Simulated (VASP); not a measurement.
Given:

```yaml
crystal:
  lattice:
    - [3.97965, 0.00000, 0.00000]
    - [0.00000, 4.31835, 0.00000]
    - [0.00000, 0.00000, 19.15711]
  atoms:
    - { symbol: Ge, position: [0.75000, 0.89090, 0.56360] }
    - { symbol: Ge, position: [0.25000, 0.39090, 0.43640] }
    - { symbol: Se, position: [0.25000, 0.48370, 0.56765] }
    - { symbol: Se, position: [0.75000, 0.98370, 0.43235] }
```

Method: HSE06 screened hybrid, VASP's PBE PAW potentials (set 64) (plane waves; VASP). Run with 400 eV cut-off, 4×4×1 Γ-centred mesh, Gaussian smearing of 0.050 eV, potentials Ge_d Se.

The cell holds a wide vacuum, so values per volume refer to the whole cell.

### Question
Predict the energy per atom (σ→0), band gap (over the mesh, the named points and PBE's band edges) with the smallest direct gap where there is one.

### Answer

| Property | Result |
|---|---|
| band gap (over the mesh, the named points and PBE's band edges) | 1.64 eV |
| smallest direct gap (over the mesh, the named points and PBE's band edges) | 1.64 eV |
| energy per atom (σ→0) | -5.070 eV/atom |

The absolute energy has meaning only against runs of the same code, potentials and settings.

The cell is a sheet with vacuum, built from a generated structure.
